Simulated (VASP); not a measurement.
**ZrNbP: single point with PBE+U**

The system is ZrNbP.

```xyz
12
Lattice="6.5894 0.6839 0.6645 -0.4321 5.6868 -0.2841 -0.1181 -0.6958 5.9856" Properties=species:S:1:pos:R:3 pbc="T T T"
P     4.1495    4.7631    5.3915
P     6.1191    0.7432    4.2569
P    -0.1554    5.2423    0.0765
P     0.2271    2.7622    0.6290
Nb    1.4839    0.4298    4.8438
Nb    1.9452    4.0889    2.4768
Nb    4.7117    4.4699    2.2316
Nb    2.0523    3.8935    5.4248
Zr    1.3398    1.0870    2.0871
Zr   -0.3172    2.8300    4.0005
Zr    3.8662    2.3537    0.6309
Zr    3.8967    1.8848    3.5816
```

The cell was built by a generator and needn't be a form met in nature.

| Property | Result |
| --- | --- |
| Program | VASP 6.6.1 |
| Task | single point |
| Functional | PBE |
| Potentials or basis | VASP PAW PBE potentials, release 64 (P, Nb_sv, Zr_sv) |
| Cutoff | 520 eV |
| k mesh | 2 × 3 × 3 |
| Occupations | gaussian, width 0.025 eV |
| Spin | no spin polarisation |
| Hubbard terms | Nb d U = 1.0 eV |
| Dipole correction | no |
| Further INCAR settings | ALGO = Normal; EDIFF = 1e-06; NBANDS = 72 |

* Pressure: 4.4 GPa
* Largest force: 2.393 eV/Å
* Band gap on the k mesh: none (metal or under the smearing width)

Forces in eV/Å, atoms in the order of the input:
```
P    1.325  0.535  0.060
P   -1.679 -0.229 -0.146
P   -0.528 -0.496  0.192
P    0.624  0.732 -0.880
Nb  -0.145  1.122  1.604
Nb  -0.223 -0.253 -0.302
Nb   0.029  1.865 -0.193
Nb  -0.163 -2.196  0.938
Zr   0.916 -0.341 -1.184
Zr  -0.082 -0.118  0.866
Zr   0.618 -0.917 -0.560
Zr  -0.691  0.295 -0.395
```

Stress tensor (GPa, compression positive):
```
 8.23 -0.63  2.25
-0.63  0.88 -2.61
 2.25 -2.61  4.07
```

Levels at points of the mesh, in eV from the Fermi level:
| k point | band 57 | band 58 | band 59 | band 60 | band 61 | band 62 | band 63 | band 64 |
| --- | --- | --- | --- | --- | --- | --- | --- | --- |
| (0.00, 0.00, 0.00) | -0.66 | -0.46 | -0.26 | -0.18 | 0.15 | 0.32 | 0.50 | 0.76 |
| (0.50, 0.00, 0.00) | -0.59 | -0.44 | -0.23 | 0.04 | 0.10 | 0.21 | 0.59 | 0.85 |

Eigenvalues of the final occupation matrices:
```csv
site,spin,trace,eigenvalues
site 5 d,1,1.28,0.18 0.23 0.25 0.29 0.34
site 5 d,2,1.28,0.18 0.23 0.25 0.29 0.34
site 6 d,1,1.21,0.17 0.20 0.23 0.28 0.33
site 6 d,2,1.21,0.17 0.20 0.23 0.28 0.33
site 7 d,1,1.23,0.17 0.23 0.24 0.28 0.32
site 7 d,2,1.23,0.17 0.23 0.24 0.28 0.32
site 8 d,1,1.29,0.18 0.21 0.22 0.30 0.38
site 8 d,2,1.29,0.18 0.21 0.22 0.30 0.38
```

Wall time 3 min on 1 thread of Intel(R) Xeon(R) 6975P-C (Granite Rapids), with other jobs on the host, peak memory 0.37 GiB.

Caveat: the k mesh is coarse (spacing up to 0.47 Å⁻¹), so the values aren't converged; U without spin polarisation on a metal has little footing; the U is typed as a test and isn't derived for this compound.
